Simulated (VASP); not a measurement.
Crystal: Sr2C.

```
Sr C
1.0
     3.36595    0.00000    0.00000
     0.00000    3.36595    0.00000
     0.00000    0.00000    6.73190
Sr C
2 1
Direct
  0.00000 0.00000 0.75000
  0.00000 0.00000 0.25000
  0.50000 0.50000 0.00000
```

The cell was built by a generator and needn't be a form met in nature.

The cell isn't the ideal one: ordered vacancies on the anion sites of caesium chloride (P4/mmm, No. 123).

| Item | Value |
| --- | --- |
| Program | VASP 6.6.1 |
| Task | relaxation of cell and atoms |
| Functional | PBE |
| Potentials or basis | VASP PAW PBE potentials, release 64 (Sr_sv, C) |
| Cutoff | 600 eV |
| k mesh | 6 × 6 × 4 |
| Occupations | gaussian, width 0.1 eV |
| Spin | no spin polarisation |

At the start: pressure 0.4 GPa; volume 25.42 Å³/atom.

Question: Where does the relaxation end?

Answer: Over 9 steps the energy falls by 160.8 meV/atom and the volume is 28.78 Å³/atom (+13.2 %); space group P4/mmm (No. 123, to 0.05 Å).

The path:
```tsv
step	energy change (eV)	largest force (eV/Å)	pressure (GPa)	volume (Å³)
1	0.0000	1.5895	0.38	76.27
2	-0.2121	1.1152	0.92	76.93
3	-0.3791	0.0308	2.44	78.08
4	-0.4622	0.1700	-0.07	84.57
5	-0.4665	0.2212	-0.76	86.84
6	-0.4803	0.1220	-0.21	86.51
7	-0.4814	0.0857	0.00	86.38
8	-0.4821	0.0331	0.15	86.34
9	-0.4823	0.0036	0.10	86.35
```

Final structure:
```
Sr C
1.0
     3.42942    0.00000    0.00000
     0.00000    3.42942    0.00000
     0.00000    0.00000    7.34243
Sr C
2 1
Cartesian
  0.0000 0.0000 5.8349
  0.0000 0.0000 1.5075
  1.7147 1.7147 0.0000
```
